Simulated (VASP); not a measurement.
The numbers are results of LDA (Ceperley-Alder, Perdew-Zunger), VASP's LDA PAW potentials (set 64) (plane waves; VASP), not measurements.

VASP ran on this input.

**INCAR**
```
SYSTEM = Y
PREC = Accurate
ENCUT = 500
EDIFF = 1E-6
NELM = 100
ALGO = Normal
LREAL = .FALSE.
LASPH = .TRUE.
ISMEAR = 1
SIGMA = 0.1
LMAXMIX = 4
LWAVE = .FALSE.
LCHARG = .FALSE.
IBRION = 2
ISIF = 3
NSW = 40
EDIFFG = -0.02
PSTRESS = 50
```

**POSCAR**
```
Y
1
    1.7058009481    -2.9545341687     0.0000000000
    1.7058009481     2.9545341687     0.0000000000
    0.0000000000    -0.0000000000     5.3583403935
Y
2
Direct
  0.3333330000   0.6666670000   0.2500000000
  0.6666670000   0.3333330000   0.7500000000
```

File KPOINTS:
```
Automatic
0
G
12 12 7
0 0 0
```

POTCAR, in this order: Y_sv (LDA.64 set). Program: vasp_std.

**Question.** What will the output report for the number of irreducible k-points (NKPTS), largest plane-wave count, number of space-group operations, FFT grid (NGX, NGY, NGZ)?

**Answer.** 
```yaml
number of irreducible k-points (NKPTS): 76
largest_plane_wave_count: 1388
number_of_space_group_operations: 24
FFT grid (NGX, NGY, NGZ): 28 × 28 × 40
```

The compound is Y in the hcp structure. It was relaxed first under an external pressure of 5 GPa.
